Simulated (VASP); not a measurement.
The input files of a VASP run:

**KPOINTS**
```
Automatic mesh
0
Gamma
10 10 10
0 0 0
```

**INCAR**
```
# general
SYSTEM  = CdTe
PREC    = Accurate
ENCUT   = 500
LREAL   = F
LASPH   = T

# electronic loop
EDIFF   = 1E-6
NELM    = 100
ALGO    = Normal
LMAXMIX = 4

# smearing
ISMEAR  = 1
SIGMA   = 0.1

# functional
GGA     = PS

# ions
IBRION  = 2
NSW     = 40
ISIF    = 3
EDIFFG  = -0.02
PSTRESS = 100

# output
LWAVE   = F
LCHARG  = F
```

### POSCAR
```
CdTe
1
    3.6167196234     0.0000000000     0.0000000000
    0.0000000000     3.6167196234     0.0000000000
    0.0000000000     0.0000000000     3.6167196234
Cd Te
1 1
Direct
  0.0000000000   0.0000000000   0.0000000000
  0.5000000000   0.5000000000   0.5000000000
```

POTCAR, in this order: Cd Te (PBE.64 set). Program: vasp_std.

Question: Translate this PBEsol calculation to Quantum ESPRESSO's pw.x.

Answer: One equivalent input (not run):
```
&CONTROL
  calculation = 'vc-relax'
  pseudo_dir = './pseudo'
  outdir = './out'
  tprnfor = .true.
  tstress = .true.
  nstep = 40
  forc_conv_thr = 0.00078
/
&SYSTEM
  ibrav = 0
  nat = 2
  ntyp = 2
  ecutwfc = 102
  occupations = 'smearing'
  smearing = 'methfessel-paxton'
  degauss = 0.00735
  input_dft = 'pbesol'
/
&ELECTRONS
  conv_thr = 7.3e-08
  electron_maxstep = 100
/
&IONS
/
&CELL
  press = 100
/
ATOMIC_SPECIES
  Cd 112.414 Cd.upf
  Te 127.600 Te.upf
CELL_PARAMETERS angstrom
     3.6167196    0.0000000    0.0000000
     0.0000000    3.6167196    0.0000000
     0.0000000    0.0000000    3.6167196
ATOMIC_POSITIONS crystal
  Cd   0.0000000  0.0000000  0.0000000
  Te   0.5000000  0.5000000  0.5000000
K_POINTS automatic
  10 10 10 0 0 0
```
The two are equivalent in intent, not identical: the potentials are each code's own (VASP's PAW set, PseudoDojo norm-conserving files in pw.x), so ENCUT and ecutwfc are chosen apart and not converted; conv_thr bounds pw.x's estimated SCF error, while EDIFF bounds the energy change between steps; forc_conv_thr acts on force components and is met together with etot_conv_thr.

The structure was generated: CdTe was put into the CsCl type type (Pm-3m), which need not be its known phase. This run relaxes it under an external pressure of 10 GPa. Symmetry was kept, so distortions that lower it aren't found.
